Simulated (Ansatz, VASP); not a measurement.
# BaZnTeSe: VASP beside Ansatz, part 2 of 2

Aim: how closely do two programs agree when they are given the same cell, functional and k mesh? The cell is invented: As first built, before any earlier steps moved the atoms (in the runner's words): it takes the ZnCdTeSe structure with some of its atoms replaced by other elements, volume scaled by an estimate. It may not be a known or stable phase. The cell is taken from a series of VASP runs on this material, whose earlier steps may have relaxed, scaled or displaced it; both programs get it as it stands. Valence electrons are named where the data sets of a main pair hold unlike numbers.

VASP 6.6.1 and Ansatz 0.2.0.

So far: The structure; VASP: band structure, HSE06.

**3. Ansatz: band structure, HSE06**

Level of this step: Ansatz beside VASP: Kohn-Sham DFT, plane waves, HSE06 (Ansatz).

Ansatz runs on its default PAW (the set named soft_2) files.

The same cell, functional, mesh and smearing now go to Ansatz, which takes its cutoff from its data sets.

File input.yaml:

```yaml
crystal:
  lattice:
    - [4.3879532634, 0.0, 0.0]
    - [-2.1939766317, 3.8000789976, 0.0]
    - [0.0, 0.0, 8.4161277864]
  atoms:
    - { symbol: Ba, position: [0.333333333, 0.666666667, 0.5361659259] }
    - { symbol: Te, position: [0.666666667, 0.333333333, 0.3050272947] }
    - { symbol: Se, position: [0.333333333, 0.666666667, 0.9161285621] }
    - { symbol: Zn, position: [0.666666667, 0.333333333, 0.9946772173] }
hamiltonian:
  xc: { exchange: pbe, correlation: pbe, exx: { coeff: 0.25, omega: 0.2 } }
  pseudopotentials: { kind: paw }
kpoints:
  mp_grid: { grid: [4, 4, 2] }
  band_path:
    path:
      - [0.0, 0.0, 0.0]
      - [0.4, 0.0, 0.0]
      - [0.4, 0.2, 0.0]
      - [0.2, 0.2, 0.0]
      - [0.0, 0.0, 0.1]
      - [0.0, 0.0, 0.5]
      - [0.4, 0.0, 0.5]
      - [0.4, 0.2, 0.5]
      - [0.2, 0.2, 0.5]
      - [0.5, 0.0, 0.4]
      - [0.33333, 0.33333, 0.0]
      - [0.33333, 0.33333, 0.5]
    npoints: 1
scf:
  occupations: { method: gaussian, width: 0.05 }
  n_extra_bands: 8
output:
  forces: true
  stress: true
  eigenvalues: true
```

Command:

```console
ansatz run input.yaml --threads 4 --pin off --max-ram 9216MiB --backend cpu --events-out ev --progress --plain --runs-dir out
```

Numbers of over 12 decimals in the logs are rounded to 6 here.

Log:

```text
Warning: output.stress: scf.convergence.dr2_threshold = 1e-7 eV (the SCF's general default) is looser than the 4e-10 eV advised for a printed stress (1e-10 eV for each atom of the cell: 4). What an SCF threshold leaves in a stress goes as its square root, and in the free energy as the threshold itself, and one threshold admits the most on a small cell: [figures from the program's tests cut] Set scf.convergence.dr2_threshold to 4e-10 eV or tighter. The threshold is an SCF's pass mark: one that does not reach it within its budget of iterations ends unconverged, or closes short of it on a stop that the run arms, and scf.convergence.dr2_threshold's page says what that costs each kind of run
Warning: output.stress: scf.exx.energy_threshold = 1e-6 eV is looser than the 4e-8 eV advised for a stress under a hybrid functional (1e-8 eV for each atom of the cell: 4). Every SCF of the exchange loop can meet its threshold on dr2 while the loop round them stops early: no threshold on dr2 bounds what that leaves in the stress. Set scf.exx.energy_threshold to 4e-8 eV or tighter. The threshold is the loop's pass mark: a loop that does not reach it within its budget of cycles ends unconverged, and scf.exx.energy_threshold's page has the law
scf.n_extra_bands = 8 over 27 filled bands (N_el = 54.0): the run solves 35 bands
Engine: ansatz 0.2.0, aarch64-unknown-linux-gnu
Pseudopotentials: kind: paw
Pseudopotential: Ba, paw, valence charge 10, recommended cutoff 420 eV (normal), Ba.paw.azcp
Pseudopotential: Te, paw, valence charge 16, recommended cutoff 420 eV (normal), Te.paw.azcp
Pseudopotential: Se, paw, valence charge 16, recommended cutoff 420 eV (normal), Se.paw.azcp
Pseudopotential: Zn, paw, valence charge 12, recommended cutoff 420 eV (normal), Zn.paw.azcp
Functional definition: unnamed
  parameter a_1 = 0.25
  parameter omega_1 = 0.2/angstrom
  exchange = pbe_x + (-a_1)*pbe_x_sr(omega_1) + a_1*exact_x_sr(omega_1)
  correlation = pbe_c
Crystal: 4 atoms, lattice volume = 140.335 Å³
Basis set: ecut = 420 eV, 2747 PW (Γ), exchange–correlation on 60×60×120 points (8 copies of the dense FFT grid, shifted against one another)
Bands: 35, of which v1, the nominal top of the filled ones, is band 27 counted from 1 (26 counted from 0)
Symmetry: 6 space group operations
Space group: P3m1 (ITA 156), of the structure as read, at distance tolerance 5.2e-5 Å
k-points: 8 of 32 (time reversal used)
Non-local potential: Ba, projectors of the file, l = 0: 3, l = 1: 2, l = 2: 2, l = 3: 2
Non-local potential: Te, projectors of the file, l = 0: 2, l = 1: 2, l = 2: 2, l = 3: 2
Non-local potential: Se, projectors of the file, l = 0: 2, l = 1: 2, l = 2: 3, l = 3: 1
Non-local potential: Zn, projectors of the file, l = 0: 2, l = 1: 2, l = 2: 3, l = 3: 1
PAW form: soft (Blöchl's): semilocal exchange-correlation on the pseudo side does not see the compensation charge
PAW frozen core: Ba, regenerated for the run's functional, and the local potential with it (the file was generated under x = pbe(κ = 0.804, μ = 0.219515), c = pbe(β = 0.066725))
PAW frozen core: Te, regenerated for the run's functional, and the local potential with it (the file was generated under x = pbe(κ = 0.804, μ = 0.219515), c = pbe(β = 0.066725))
PAW frozen core: Se, regenerated for the run's functional, and the local potential with it (the file was generated under x = pbe(κ = 0.804, μ = 0.219515), c = pbe(β = 0.066725))
PAW frozen core: Zn, regenerated for the run's functional, and the local potential with it (the file was generated under x = pbe(κ = 0.804, μ = 0.219515), c = pbe(β = 0.066725))
PAW one-centre angular grid: Ba, 194 points (default); XC on 64 Gauss nodes
PAW one-centre angular grid: Te, 590 points (default); XC on 64 Gauss nodes
PAW one-centre angular grid: Se, 590 points (default); XC on 64 Gauss nodes
PAW one-centre angular grid: Zn, 590 points (default); XC on 64 Gauss nodes
Initial density: superposition of atomic densities (neutral atoms: chi_scale 0, normalization atom), corrected by the library's trained network
Initial wavefunctions: pseudopotential atomic-orbital guess
Functional: x = pbe(κ = 0.804, μ = 0.219515), c = pbe(β = 0.066725), warm-up for x = pbe(κ = 0.804, μ = 0.219515) + 0.25 (exact − pbe) at short range (hse, ω = 0.2 Å⁻¹), c = pbe(β = 0.066725)
SCF iter   1: F=—  HF=-21720.836436 eV  |F-HF|=—  |Δ(HF+E_count)|=         —  Δρ=1.74e-3  dr2=1.47e-2  ethr=1.77e-3  ⟨swp⟩=14.4  Hψ=1580  notcnv=0
preconditioner: auto → none  [insulator: Δε(μ)=0.136 eV  Ē_g=10.538 eV  σ=0.050 eV  W_gap=0.94  n_scr=36 (ndim 8)  ℏωp=17.7 eV  f_vac=0.121  D(μ)=0.33/eV (n_scr^D=0)]
SCF iter   2: F=—  HF=-21720.840627 eV  |F-HF|=—  |Δ(HF+E_count)|=   4.19e-3  Δρ=1.93e-3  dr2=3.13e-2  ethr=2.73e-5  ⟨swp⟩=6.2  Hψ=893  notcnv=0
SCF iter   3: F=—  HF=-21720.835884 eV  |F-HF|=—  |Δ(HF+E_count)|=   4.74e-3  Δρ=6.60e-4  dr2=2.29e-3  ethr=2.73e-5  ⟨swp⟩=5.8  Hψ=740  notcnv=0
iter 4 solved again at ethr=2.68e-7 eV; its pass at ethr=4.25e-6 eV (dr2=1.45e-4 eV) is discarded
SCF iter   4: F=—  HF=-21720.835912 eV  |F-HF|=—  |Δ(HF+E_count)|=   2.83e-5  Δρ=3.27e-4  dr2=1.90e-4  ethr=2.68e-7  ⟨swp⟩=4.2  Hψ=1243  notcnv=0
[...]
SCF 1 converged in 10 iterations: F = -21720.835963 eV  dr2 = 5.11e-10
  greatest PAW one-centre occupation: 1.000 electrons in one spin orbital (limit 2), on the Se atom at site 2 (counted from 0), in its partial waves of l = 2
Initial density: handed on by an earlier stage of this run
Initial wavefunctions: those handed on with the density
Functional: x = pbe(κ = 0.804, μ = 0.219515) + 0.25 (exact − pbe) at short range (hse, ω = 0.2 Å⁻¹), c = pbe(β = 0.066725)
Exchange kernel: α = 0.2500, screened, ω = 0.2000 Å⁻¹, Wigner–Seitz truncation, v(0) = 1119.1195 eV·Å³, q-mesh 4×4×2, nearest image of the exchange supercell L = 16.83 Å, pair-density grid 20×20×40, without the augmentation charges, whose exchange is taken in its separable form by FFT convolution over the k-point mesh (sized by the pseudopotential files, 27×27×60 at the most), smooth part of the exact exchange by density-matrix convolution
Frozen-core exchange: fock
[...]
preconditioner: auto → none  [insulator: Δε(μ)=0.762 eV  Ē_g=12.600 eV  σ=0.050 eV  W_gap=1.00  n_scr=36 (ndim 8)  ℏωp=17.7 eV  f_vac=0.121  D(μ)=0.00/eV (n_scr^D=0)]
[...]
SCF iter   3: F=—  HF=-21731.954254 eV  |F-HF|=—  |Δ(HF+E_count)|=   5.34e-3  Δρ=2.08e-3  dr2=8.87e-3  ethr=2.21e-5  ⟨swp⟩=4.9  Hψ=831  notcnv=0
SCF iter   4: F=—  HF=-21731.952488 eV  |F-HF|=—  |Δ(HF+E_count)|=   1.77e-3  Δρ=1.17e-3  dr2=9.04e-4  ethr=4.05e-6  ⟨swp⟩=4.0  Hψ=630  notcnv=0
SCF iter   5: F=—  HF=-21731.952412 eV  |F-HF|=—  |Δ(HF+E_count)|=   7.62e-5  Δρ=3.37e-4  dr2=9.08e-5  ethr=4.21e-7  ⟨swp⟩=4.0  Hψ=713  notcnv=0
SCF iter   6: F=-21731.952392 eV  HF=-21731.952396 eV  |F-HF|=4.43e-6  |Δ(HF+E_count)|=   1.61e-5  Δρ=5.11e-5  dr2=5.90e-6  ethr=4.01e-8  ⟨swp⟩=4.0  Hψ=810  notcnv=0
SCF 2 stopped early in 6 iterations: F = -21731.952392 eV  dr2 = 5.90e-6
  Residual-converged pass: ⟨swp⟩=4.1  Hψ=900  notcnv=0  max |occ|·‖R‖ = 5.9e-6 eV (tolerance 6.7e-6 eV)  dr2=5.92e-6  dr2_onsite=1.42e-6  max |Δocc| = 6.8e-30
hybrid outer 1: dexx = +2.145e-2 eV, tail = 1.47e-4 eV
Exchange kernel: α = 0.2500, screened, ω = 0.2000 Å⁻¹, Wigner–Seitz truncation, v(0) = 1119.1195 eV·Å³, q-mesh 4×4×2, nearest image of the exchange supercell L = 16.83 Å, pair-density grid 20×20×40, without the augmentation charges, whose exchange is taken in its separable form by FFT convolution over the k-point mesh (sized by the pseudopotential files, 27×27×60 at the most), smooth part of the exact exchange by density-matrix convolution
Frozen-core exchange: fock
SCF iter   1: F=—  HF=-21731.952050 eV  |F-HF|=—  |Δ(HF+E_count)|=         —  Δρ=5.59e-5  dr2=3.96e-6  ethr=1.36e-6  ⟨swp⟩=6.1  Hψ=664  notcnv=0
preconditioner: auto → none  [insulator: Δε(μ)=0.744 eV  Ē_g=12.418 eV  σ=0.050 eV  W_gap=1.00  n_scr=36 (ndim 8)  ℏωp=17.7 eV  f_vac=0.128  D(μ)=0.00/eV (n_scr^D=0)]
SCF iter   2: F=—  HF=-21731.952053 eV  |F-HF|=—  |Δ(HF+E_count)|=   3.19e-6  Δρ=4.01e-5  dr2=1.96e-6  ethr=1.66e-9  ⟨swp⟩=5.0  Hψ=1033  notcnv=0
SCF iter   3: F=—  HF=-21731.952053 eV  |F-HF|=—  |Δ(HF+E_count)|=   1.68e-7  Δρ=9.94e-6  dr2=7.48e-7  ethr=9.03e-10  ⟨swp⟩=4.1  Hψ=713  notcnv=0
SCF iter   4: F=—  HF=-21731.952053 eV  |F-HF|=—  |Δ(HF+E_count)|=   1.50e-7  Δρ=4.92e-6  dr2=1.82e-7  ethr=3.40e-10  ⟨swp⟩=4.1  Hψ=688  notcnv=0
SCF iter   5: F=—  HF=-21731.952053 eV  |F-HF|=—  |Δ(HF+E_count)|=   5.96e-8  Δρ=1.76e-6  dr2=5.21e-9  ethr=8.22e-11  ⟨swp⟩=4.6  Hψ=713  notcnv=0  defer=1
SCF iter   6: F=-21731.952053 eV  HF=-21731.952053 eV  |F-HF|=5.86e-10  |Δ(HF+E_count)|=  3.97e-10  Δρ=6.41e-7  dr2=8.54e-10  ethr=2.37e-12  ⟨swp⟩=4.5  Hψ=918  notcnv=0
SCF 3 converged in 6 iterations: F = -21731.952053 eV  dr2 = 8.54e-10
  Residual-converged pass: ⟨swp⟩=3.5  Hψ=662  notcnv=0  max |occ|·‖R‖ = 2.7e-7 eV (tolerance 2.7e-7 eV)  dr2=8.57e-10  dr2_onsite=2.40e-10  max |Δocc| = 1.8e-33
hybrid outer 2: dexx = +2.406e-6 eV, tail = 4.65e-8 eV, Δε = 5.05e-3 eV (about 1.48e-4 eV left of the loop's levels), ΔF = 7.22e-3 eV/Å (tail 9.54e-4)
NSCF: frozen V_eff on 12 k-points
hybrid SCF converged: 2 outer / 12 inner (+10 warm-up), last move |dexx| = 2.41e-6 eV, tail = 4.65e-8 eV
Stability not checked: this state was not tested for a lower state beside it, because the functional holds exact exchange (a hybrid, or Hartree-Fock), whose exchange loop this test does not read (fock_operator; see scf.lower_state_search)
Free energy (F): -21731.952053 eV
Frozen-core exchange: fock
Harris-Foulkes:  -21731.952053 eV  (|F-HF|=5.86e-10)
Internal energy: -21731.952053 eV  (E = F + TS)
E sigma→0 (E₀):  -21731.952053 eV
Fermi energy:    6.025422 eV
--- Per-component energies (eV) ---
  E_band       = -867.292954
  E_kinetic    = 598.804196
  E_local      = -7240.630122  (includes V_loc(G=0)·N_el)
  E_nonlocal   = -230.269284
  E_hartree    = 3563.218755
  E_xc         = -427.166660
  E_vxc        = -312.609517  (∫ρ·V_xc dr)
  E_exx        = -175.020397  (= α·E_x^exact, valence–valence)
  E_paw        = -13574.684339  (= ΣΔE_a)
  E_vpaw       = -458.984762  (= ΣTr[D̂ρ^β])
  E_aug_tail   = -0.001190  (compensation charges beyond the density's cutoff)
  E_ewald      = -4245.445687
  E_core_change = -0.757325  (= ΣΔE_core)
  E_smearing   = -0.000000  (= −TS)
  E_closure    = 0.000000  (closes the sum)
  Σ components = -21731.952053   (vs F -21731.952053, Δ=0.00e0)
--- Forces (eV/Å), atoms counted from 1 ---
  atom   1  Ba    -0.00000000     0.00000000    -0.10501202
  atom   2  Te     0.00000000    -0.00000000     0.18713073
  atom   3  Se    -0.00000000    -0.00000000    -0.16581812
  atom   4  Zn     0.00000000     0.00000000     0.08392013
  max |Σ_I F_I| component: 2.21e-4 eV/Å
--- Stress (GPa, compression-positive) ---
        1.381861       0.000000       0.000000
        0.000000       1.381861      -0.000000
        0.000000      -0.000000       0.792608
  P = ⅓ Tr σ = 1.1854 GPa (11.854 kbar)
--- Band table (eV; the first three rows and the last of 8) ---
  k-point 0: bands = [... 23 lower, 4.4584, 4.6208, 5.5768, 5.5768, 6.3964, 9.4512, 10.0507, 10.0507, ... 4 higher]
  k-point 1: bands = [... 23 lower, 4.4148, 4.4148, 5.6522, 5.6522, 7.3485, 8.1173, 10.0184, 10.0184, ... 4 higher]
  k-point 2: bands = [... 23 lower, 3.9879, 4.4806, 4.7231, 5.4853, 8.0262, 8.8049, 9.5712, 10.5215, ... 4 higher]
  k-point 7: bands = [... 23 lower, 3.2121, 4.2092, 4.5022, 5.4280, 8.3630, 8.6357, 10.2398, 10.5342, ... 4 higher]
```

Run time: 66 s. Hardware: 4 threads of Arm Neoverse V2, shared host; peak memory 1.9 GiB; 4.1 min of CPU time.

In the SCF lines HF is the Harris–Foulkes energy and dr2 the Hartree energy of the density residual, in eV; the loop may stop once dr2 is under the threshold and the program's other checks hold. Hψ counts applications of the Hamiltonian.

**4. Differences**

Known differences besides the potentials themselves: exact exchange at q = 0 is treated differently, which shows on coarse meshes; VASP keeps PBE cores, Ansatz makes them for the functional; the data sets hold 54 valence electrons in Ansatz (on its default PAW (the set named soft_2) files) and 34 in VASP; the cutoff is 420 eV in Ansatz and 400 eV in VASP; VASP takes a coarser grid for exact exchange (PRECFOCK = Fast). Total energies have different zeros and are not compared.

The two programs side by side:

| quantity | Ansatz | VASP | difference |
| --- | --- | --- | --- |
| gap over the path points (eV) | 0.744 | 0.725 | +0.020 |

Forces (eV/Å; atoms numbered as in POSCAR):

| atom | Ansatz x, y, z | VASP x, y, z |
| --- | --- | --- |
| Ba1 | 0.000, 0.000, -0.105 | 0.000, 0.000, -0.082 |
| Te2 | 0.000, 0.000, 0.187 | 0.000, 0.000, 0.114 |
| Se3 | 0.000, 0.000, -0.166 | 0.000, 0.000, -0.118 |
| Zn4 | 0.000, 0.000, 0.084 | 0.000, 0.000, 0.085 |

Levels at points of the path, from each program's valence-band top (eV; 4 filled, then empty):

| k (reciprocal lattice) | Ansatz | VASP |
| --- | --- | --- |
| 0.000 0.000 0.000 | -1.19 -1.03 -0.07 -0.07 0.74 3.80 4.40 | -1.19 -1.04 -0.08 -0.08 0.72 3.83 4.38 |
| 0.400 0.000 0.000 | -1.99 -1.74 -1.12 -0.28 2.33 3.36 3.58 | -1.99 -1.76 -1.14 -0.29 2.32 3.34 3.57 |
| 0.400 0.200 0.000 | -1.92 -1.68 -1.29 -0.74 2.78 3.50 4.39 | -1.92 -1.71 -1.31 -0.76 2.76 3.48 4.39 |
| 0.200 0.200 0.000 | -2.32 -1.35 -1.02 -0.54 2.88 3.16 4.11 | -2.32 -1.37 -1.04 -0.55 2.87 3.15 4.11 |
| 0.000 0.000 0.100 | -1.20 -1.08 -0.07 -0.07 0.81 3.71 4.40 | -1.20 -1.09 -0.07 -0.07 0.79 3.73 4.37 |
| 0.000 0.000 0.500 | -1.24 -1.24 0.00 0.00 1.70 2.46 4.37 | -1.24 -1.24 0.00 0.00 1.68 2.49 4.35 |
| 0.400 0.000 0.500 | -2.05 -1.67 -0.84 -0.15 2.27 3.14 3.61 | -2.05 -1.69 -0.85 -0.15 2.26 3.14 3.60 |
| 0.400 0.200 0.500 | -2.35 -1.63 -1.15 -0.22 2.58 3.21 4.56 | -2.35 -1.64 -1.16 -0.23 2.57 3.19 4.56 |
| 0.200 0.200 0.500 | -2.40 -1.31 -0.93 -0.20 2.52 3.05 4.24 | -2.40 -1.32 -0.94 -0.20 2.50 3.04 4.23 |
| 0.500 0.000 0.400 | -2.12 -1.78 -0.90 -0.19 2.23 3.20 3.68 | -2.12 -1.79 -0.91 -0.19 2.21 3.20 3.67 |

The forces differ by 26 meV/Å r.m.s., which is 44.7 % of the r.m.s. force of 0.058 eV/Å (both taken over all components). Among the levels compared at these points, filled levels agree within 22 meV and empty ones within 37 meV.

**5. What the set-up changes**

Further runs change the set-up of one program: Ansatz's method, potentials or start, or VASP's data sets, cutoff or form of LDA. The table gives Ansatz less VASP for each quantity, since a change that brings one quantity closer may part another.

| run | r.m.s. force difference (meV/Å) | gap over the path points (eV) |
| --- | --- | --- |
| as above | 26 | 0.020 |
| cores kept as stored | 26 | 0.017 |

**6. Results**

```json
{
  "r.m.s. force difference (band structure, HSE06)": "26 meV/Å"
}
```

**Reading.** The r.m.s. force difference is 26 meV/Å (band structure, HSE06), beyond the 12 meV/Å picked in this series as the mark of a large difference. The data sets hold unlike numbers of valence electrons (54 in Ansatz and 34 in VASP), so part of the differences comes from the potentials. For band structure, HSE06, no further run moves any of the tabulated differences by more than a quarter of its size. 2 further runs of this series are not shown here. How closely two codes agree says nothing of how well the functional describes the real material.

[Lines on the potential files, build, host, timing and source positions are cut from VASP's logs without a mark.]

[Logs are printed without paths, hosts, clocks, repeated set-up lines and the standing remarks that a program may print on its own settings, such as how far it seeks lower states.]

[Hosts, paths, dates, database ids (printed as entryN), source tags and the programs' standing remarks are cut or masked in the printed files.]
